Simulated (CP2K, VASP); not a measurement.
The input files of a VASP run:

POSCAR:
```
LiF
1
    0.0000000000     2.0150000000     2.0150000000
    2.0150000000     0.0000000000     2.0150000000
    2.0150000000     2.0150000000     0.0000000000
Li F
1 1
Direct
  0.0000000000   0.0000000000   0.0000000000
  0.5000000000   0.5000000000   0.5000000000
```

### INCAR
```
# general
SYSTEM = LiF
PREC   = Accurate
ENCUT  = 400   # plane-wave cut-off (eV)
LREAL  = F   # projection in real space or not
LASPH  = T   # aspherical one-centre terms

# electronic loop
EDIFF  = 1E-6   # SCF stop (eV)
NELM   = 100
ALGO   = Normal   # blocked Davidson

# smearing
ISMEAR = -1   # Fermi-Dirac
SIGMA  = 0.02   # width (eV)

# functional
GGA    = PS   # PBEsol

# ions
ISIF   = 2   # forces and stress, cell fixed

# output
LWAVE  = F
LCHARG = F
```

### KPOINTS
```
Automatic mesh
0
Gamma
7 7 7
0 0 0
```

POTCAR, in this order: Li_sv F (PBE.64 set). Program: vasp_std.

**Question.** Write an input for CP2K that does the same calculation.

**Answer.** One input that does it (PBEsol, GPW, DZVP-MOLOPT-SR-GTH basis, GTH-PBE potentials (GTH_POTENTIALS)):
```
&GLOBAL
  PROJECT run
  RUN_TYPE ENERGY_FORCE
  PRINT_LEVEL MEDIUM
&END GLOBAL
&FORCE_EVAL
  METHOD Quickstep
  STRESS_TENSOR ANALYTICAL
  &DFT
    BASIS_SET_FILE_NAME BASIS_MOLOPT
    POTENTIAL_FILE_NAME GTH_POTENTIALS
    &QS
      METHOD GPW
      EPS_DEFAULT 1E-10
    &END QS
    &MGRID
      CUTOFF 550
      REL_CUTOFF 50
      NGRIDS 5
    &END MGRID
    &SCF
      SCF_GUESS ATOMIC
      EPS_SCF 1E-6
      MAX_SCF 100
      ADDED_MOS 4
      &DIAGONALIZATION
        ALGORITHM STANDARD
      &END DIAGONALIZATION
      &MIXING
        METHOD BROYDEN_MIXING
        ALPHA 0.3
        NBUFFER 8
        BETA 1
      &END MIXING
      &SMEAR ON
        METHOD FERMI_DIRAC
        ELECTRONIC_TEMPERATURE [K] 232.09
      &END SMEAR
    &END SCF
    &KPOINTS
      SCHEME MONKHORST-PACK 7 7 7
    &END KPOINTS
    &XC
      &XC_FUNCTIONAL
        &PBE
          PARAMETRIZATION PBESOL
        &END PBE
      &END XC_FUNCTIONAL
    &END XC
    &PRINT
      &MO
        EIGENVALUES T
        OCCUPATION_NUMBERS T
        NDIGITS 8
        FILENAME mo
        &EACH
          QS_SCF 0
        &END EACH
        ADD_LAST NUMERIC
      &END MO
      &MULLIKEN ON
      &END MULLIKEN
    &END PRINT
  &END DFT
  &SUBSYS
    &CELL
      A 2.84964000 0.00000000 0.00000000
      B 1.42482000 2.46786100 0.00000000
      C 1.42482000 0.82262000 2.32672200
      PERIODIC XYZ
    &END CELL
    &COORD
      Li       0.00000000     0.00000000     0.00000000
      F        2.84964000     1.64524050     1.16336100
    &END COORD
    &KIND Li
      BASIS_SET DZVP-MOLOPT-SR-GTH
      POTENTIAL GTH-PBE-q3
    &END KIND
    &KIND F
      BASIS_SET DZVP-MOLOPT-SR-GTH
      POTENTIAL GTH-PBE-q7
    &END KIND
  &END SUBSYS
  &PRINT
    &FORCES ON
    &END FORCES
    &STRESS_TENSOR ON
    &END STRESS_TENSOR
  &END PRINT
&END FORCE_EVAL
```
The two runs describe the same crystal, functional and task. Each code takes its own potentials, basis and convergence tests.

The structure is a typed LiF crystal (Fm-3m). The cell was not relaxed at this level, and it may have been scaled.
